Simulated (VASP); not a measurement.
# Ba2Tl5V3O12 (P-3m1) in VASP: a series of runs, part 3 of 3

VASP 6.6.1. The steps go on from the part before.

### 5 Optical spectrum, PBE, collinear spin, ferromagnetic start

This run uses another cell than the first one, of 18.12 Å³/atom, 1.051 times its volume.

Contents of INCAR:

```
PREC     = Accurate       # precision mode
ENCUT    = 520            # plane-wave cutoff, eV
EDIFF    = 1E-6           # SCF threshold, eV
ISMEAR   = -1             # smearing method
SIGMA    = 0.05           # smearing width, eV
LREAL    = F              # projectors in reciprocal space
LASPH    = T              # aspherical terms in the spheres
NELM     = 120            # most SCF steps
ALGO     = Normal         # electronic algorithm
ISIF     = 2              # what is computed and relaxed
LWAVE    = F              # write WAVECAR
LCHARG   = F              # write CHGCAR
ISPIN    = 2              # spin polarisation
MAGMOM   = 0 0 2 2 2 0 0 0 0 0 0 0 0 0 0 0 0 0 0 0 0 0 # initial moments
LORBIT   = 11             # projections on sites
LMAXMIX  = 4              # l up to which the mixer works
GGA      = PE             # functional
LOPTICS  = T              # frequency-dependent dielectric function
NBANDS   = 146            # bands
NEDOS    = 1000           # points of the DOS
CSHIFT   = 0.05         
KPAR     = 4
```

Contents of KPOINTS:

```
Automatic mesh
0
Gamma
  4 4 4
```

Contents of POSCAR:

```
Ba2Tl5V3O12
1.0
    8.1542100000      0.0000000000      0.0000000000
   -4.0771100000      7.0617600000      0.0000000000
    0.0000000000      0.0000000000      6.9212800000
Ba V Tl O
2 3 5 12
Direct
    0.0000000000      0.0000000000      0.2355200000
    0.0000000000      0.0000000000      0.7644800000
    0.5000000000      0.0000000000      0.0000000000
    0.0000000000      0.5000000000      0.0000000000
    0.5000000000      0.5000000000      0.0000000000
    0.5000000000      0.0000000000      0.5000000000
    0.0000000000      0.5000000000      0.5000000000
    0.5000000000      0.5000000000      0.5000000000
    0.3333300000      0.6666700000      0.2248900000
    0.6666700000      0.3333300000      0.7751100000
    0.3389000000      0.3433400000      0.8144400000
    0.6566600000      0.9955600000      0.8144400000
    0.0044400000      0.6611000000      0.8144400000
    0.3433400000      0.3389000000      0.1855600000
    0.9955600000      0.6566600000      0.1855600000
    0.6611000000      0.0044400000      0.1855600000
    0.6611000000      0.6566600000      0.1855600000
    0.3433400000      0.0044400000      0.1855600000
    0.9955600000      0.3389000000      0.1855600000
    0.6566600000      0.6611000000      0.8144400000
    0.0044400000      0.3433400000      0.8144400000
    0.3389000000      0.9955600000      0.8144400000
```

Potentials or basis: VASP PAW PBE potentials, release 64 (Ba_sv, V_sv, Tl_d, O).

Started as:

```sh
cat potpaw_PBE.64/Ba_sv/POTCAR potpaw_PBE.64/V_sv/POTCAR potpaw_PBE.64/Tl_d/POTCAR potpaw_PBE.64/O/POTCAR > POTCAR
mpirun -np 4 vasp_std > vasp.out
```

OUTCAR:

```text
PREC = Accurate
   ENCUT = 520
   EDIFF = 1E-6
   ISMEAR = -1
   LREAL = F
   LASPH = T
   NELM = 120
   ISIF = 2
   ISPIN = 2
   LORBIT = 11
   GGA = PE

 ion  position               nearest neighbor table
   1  0.000  0.000  0.236-  18 2.80  16 2.80  14 2.80  17 2.80  19 2.80  15 2.80   2 3.26   2 3.66

   2  0.000  0.000  0.764-  12 2.80  22 2.80  20 2.80  11 2.80  13 2.80  21 2.80   1 3.26   1 3.66

   3  0.500  0.000  0.000-  16 1.82  22 1.82  18 1.82  12 1.82   9 2.82  10 2.82   6 3.46   6 3.46
[... 13 lines left out ...]
  10  0.667  0.333  0.775-  21 2.73  12 2.73  13 2.73  22 2.73  11 2.73  20 2.73   4 2.82   3 2.82
                             5 2.82   7 3.03   6 3.03   8 3.03
  11  0.339  0.343  0.814-   5 1.82   8 2.53  10 2.73   2 2.80
  12  0.657  0.996  0.814-   3 1.82   6 2.53  10 2.73   2 2.80
  13  0.004  0.661  0.814-   4 1.82   7 2.53  10 2.73   2 2.80
  14  0.343  0.339  0.186-   5 1.82   8 2.53   9 2.73   1 2.80
  15  0.996  0.657  0.186-   4 1.82   7 2.53   9 2.73   1 2.80
  16  0.661  0.004  0.186-   3 1.82   6 2.53   9 2.73   1 2.80
  17  0.661  0.657  0.186-   5 1.82   8 2.53   9 2.73   1 2.80
  18  0.343  0.004  0.186-   3 1.82   6 2.53   9 2.73   1 2.80
  19  0.996  0.339  0.186-   4 1.82   7 2.53   9 2.73   1 2.80
[... 2969 lines left out ...]
  band No.  band energies     occupation
      1     -61.3364      1.00000
      2     -61.3361      1.00000
      3     -61.3361      1.00000
      4     -35.2707      1.00000
      5     -35.2670      1.00000
      6     -35.2668      1.00000
[... 2701 lines left out ...]
    109       5.6434      0.00000
    110       5.6765      0.00000
 [bands above 110 left out]

------------------------ aborting loop because EDIFF is reached ----------------------------------------

  FORCE on cell =-STRESS in cart. coord.  units (eV):
  Direction    XX          YY          ZZ          XY          YZ          ZX
  --------------------------------------------------------------------------------------
  -------------------------------------------------------------------------------------
  Total        1.2240776      1.2246605      2.8786377      0.0005018     -0.0005587      0.0009679
  in kB        4.9208291      4.9231723     11.5722104      0.0020174     -0.0022460      0.0038908
  external PRESSURE =       7.1387373 kB  Pullay stress =       0.0000000 kB

 VOLUME and BASIS-vectors are now :
 -----------------------------------------------------------------------------
  energy-cutoff  :      520.00
  volume of cell :      398.55
      direct lattice vectors                 reciprocal lattice vectors
     8.154210000  0.000000000  0.000000000     0.122636037  0.070803966  0.000000000
    -4.077110000  7.061760000  0.000000000     0.000000000  0.141607758  0.000000000
     0.000000000  0.000000000  6.921280000     0.000000000  0.000000000  0.144481946

 POSITION                                       TOTAL-FORCE (eV/Angst)
 -----------------------------------------------------------------------------------
      0.00000      0.00000      1.63010         0.000009     -0.000005      0.108959
      0.00000      0.00000      5.29118        -0.000009      0.000005     -0.108959
      4.07711      0.00000      0.00000         0.000000      0.000000      0.000000
     -2.03856      3.53088      0.00000         0.000000      0.000000      0.000000
      2.03855      3.53088      0.00000         0.000000      0.000000      0.000000
      4.07711      0.00000      3.46064         0.000000      0.000000      0.000000
     -2.03856      3.53088      3.46064         0.000000      0.000000      0.000000
      2.03855      3.53088      3.46064         0.000000      0.000000      0.000000
     -0.00004      4.70786      1.55653         0.000264     -0.000152     -0.008333
      4.07714      2.35390      5.36475        -0.000264      0.000152      0.008333
      1.36363      2.42458      5.63697         0.028858     -0.005036     -0.021491
      1.29554      7.03041      5.63697        -0.009890      0.027526     -0.021540
     -2.65917      4.66853      5.63697        -0.018876     -0.022389     -0.021514
      1.41793      2.39323      1.28431        -0.018790      0.022474      0.021491
      5.44073      4.63718      1.2843
```

Run time: 15 min. Hardware: 4 MPI ranks of Intel Xeon 6975P-C (Granite Rapids), shared host; peak memory 4.2 GiB.

Results:

```
Free energy                                           : -127.7272 eV
Pressure                                              : 0.7 GPa
Largest force                                         : 0.109 eV/Å
Band gap on the k mesh                                : none (metal or under the smearing width)
Net moment                                            : 0.00 μB per cell
Valence electrons inside the program's atomic spheres : Ba 7.85; V 11.67; Tl 11.13, 11.25; O 4.93
```

Forces on the atoms (eV/Å):
```
Ba   0.000  0.000  0.109
Ba   0.000  0.000 -0.109
V    0.000  0.000  0.000
V    0.000  0.000  0.000
V    0.000  0.000  0.000
Tl   0.000  0.000  0.000
Tl   0.000  0.000  0.000
Tl   0.000  0.000  0.000
Tl   0.000  0.000 -0.008
Tl   0.000  0.000  0.008
O    0.029 -0.005 -0.021
O   -0.010  0.028 -0.022
O   -0.019 -0.022 -0.022
O   -0.019  0.022  0.021
O    0.029  0.005  0.022
O   -0.010 -0.028  0.022
O   -0.029  0.005  0.021
O    0.010 -0.028  0.022
O    0.019  0.022  0.022
O    0.019 -0.022 -0.021
O   -0.029 -0.005 -0.022
O    0.010  0.028 -0.022
```

Levels at points of the mesh, in eV from the Fermi level:
Spin up:
| k point | band 94 | band 95 | band 96 | band 97 | band 98 | band 99 | band 100 | band 101 | band 102 | band 103 |
| --- | --- | --- | --- | --- | --- | --- | --- | --- | --- | --- |
| (0.00, 0.00, 0.00) | -0.70 | -0.48 | -0.48 | -0.36 | -0.12 | 0.18 | 0.76 | 0.76 | 0.90 | 1.44 |
| (0.50, 0.00, 0.00) | -0.82 | -0.76 | -0.55 | -0.31 | -0.30 | -0.22 | 0.55 | 0.74 | 0.87 | 1.76 |
| (0.50, 0.50, 0.00) | -0.82 | -0.76 | -0.55 | -0.31 | -0.30 | -0.22 | 0.55 | 0.74 | 0.87 | 1.76 |
| (0.00, 0.00, 0.50) | -0.65 | -0.57 | -0.34 | 0.30 | 0.74 | 0.74 | 0.75 | 0.75 | 1.57 | 1.79 |
| (0.50, 0.00, 0.50) | -0.75 | -0.70 | -0.51 | -0.12 | 0.71 | 0.73 | 0.78 | 1.06 | 1.71 | 1.86 |
| (0.50, 0.50, 0.50) | -0.75 | -0.70 | -0.51 | -0.12 | 0.71 | 0.73 | 0.78 | 1.06 | 1.71 | 1.86 |
Spin down:
```tsv
k point	band 96	band 97	band 98	band 99	band 100	band 101
(0.00, 0.00, 0.00)	-0.48	-0.36	-0.12	0.18	0.76	0.76
(0.50, 0.00, 0.00)	-0.55	-0.31	-0.30	-0.22	0.55	0.74
(0.50, 0.50, 0.00)	-0.55	-0.31	-0.30	-0.22	0.55	0.74
(0.00, 0.00, 0.50)	-0.34	0.30	0.74	0.74	0.75	0.75
(0.50, 0.00, 0.50)	-0.51	-0.12	0.71	0.73	0.78	1.06
(0.50, 0.50, 0.50)	-0.51	-0.12	0.71	0.73	0.78	1.06
```

Dielectric function (mean over the directions given):
| energy (eV) | real part | imaginary part |
| --- | --- | --- |
| 0.27 | 23.57 | 19.78 |
| 0.73 | 14.80 | 20.35 |
| 1.27 | 5.94 | 12.11 |
| 1.73 | -0.81 | 6.85 |
| 2.27 | 4.28 | 4.87 |
| 2.73 | 4.79 | 7.02 |
| 3.27 | 1.32 | 7.05 |
| 3.73 | -0.62 | 5.22 |
| 4.27 | 0.83 | 3.57 |
| 4.73 | 1.13 | 3.73 |
| 5.28 | 0.71 | 3.02 |
| 5.73 | 1.31 | 2.97 |
| 6.28 | 1.28 | 3.53 |
| 6.82 | 0.82 | 4.07 |
| 7.28 | -0.29 | 3.82 |
| 7.82 | -0.53 | 3.04 |
| 8.28 | -0.60 | 2.51 |
| 8.82 | -0.61 | 1.85 |
| 9.28 | -0.50 | 1.28 |
| 9.82 | -0.10 | 1.29 |
| 10.28 | 0.01 | 1.31 |
| 10.82 | 0.00 | 0.96 |
| 11.28 | 0.08 | 1.01 |
| 11.82 | 0.09 | 0.93 |
| 12.28 | 0.29 | 0.73 |
| 12.82 | 0.44 | 0.82 |
| 13.37 | 0.21 | 0.67 |
| 13.82 | 0.72 | 0.57 |
| 14.37 | 0.22 | 0.73 |
| 14.82 | 0.41 | 0.45 |
| 15.37 | 0.51 | 0.55 |
| 15.83 | 0.63 | 0.56 |
| 16.37 | 0.70 | 0.92 |
| 16.83 | 0.70 | 0.56 |
| 17.37 | 0.57 | 0.69 |
| 17.83 | 0.72 | 1.04 |
| 18.37 | 0.41 | 1.03 |
| 18.83 | 0.35 | 0.69 |
| 19.37 | 0.16 | 1.41 |
| 19.92 | -0.26 | 0.64 |

Caveat: spectra need much finer meshes, so this one isn't converged; independent-particle spectra lack excitons; the intraband (Drude) part of a metal's response may be missing; semilocal functionals often make such compounds metallic where correlation or magnetic order opens a gap, which also shifts bond lengths. Spin-orbit coupling is left out, which matters for the levels of Ba, Tl.

### 6 The runs side by side

| task | level | cell | k mesh for the DOS | occupations for the DOS | pressure (GPa) | moment (μB) | largest force (eV/Å) |
| --- | --- | --- | --- | --- | --- | --- | --- |
| band structure | PBEsol | P-3m1, 17.24 Å³/atom | - | - | 0.1 | 0.00 | 0.01 |
| band structure | PBE | P-3m1, 18.12 Å³/atom | - | - | - | 0.00 | - |
| density of states | PBE | P-3m1, 18.12 Å³/atom | 6 × 6 × 6 | tetrahedron | - | 0.00 | - |
| optical spectrum | PBE | P-3m1, 18.12 Å³/atom | - | - | 0.7 | 0.00 | 0.11 |

Alike in all rows: potentials or basis VASP PAW PBE potentials, release 64 (Ba_sv, V_sv, Tl_d, O); spin collinear, ferromagnetic start; k mesh 4 × 4 × 4; cutoff (eV) 520; smearing fermi-dirac 0.05 eV.

Caveats: semilocal functionals often make such compounds metallic where correlation or magnetic order opens a gap, which also shifts bond lengths; spin-orbit coupling is left out, which moves the levels of the heavy elements (some runs); the PAW data sets were made with another functional, which shifts forces and pressure a little (some runs); spectra need much finer meshes, so this one isn't converged (some runs); independent-particle spectra lack excitons (some runs); the intraband (Drude) part of a metal's response may be missing (some runs).

Absolute energies hang on the potentials; compare differences alone.
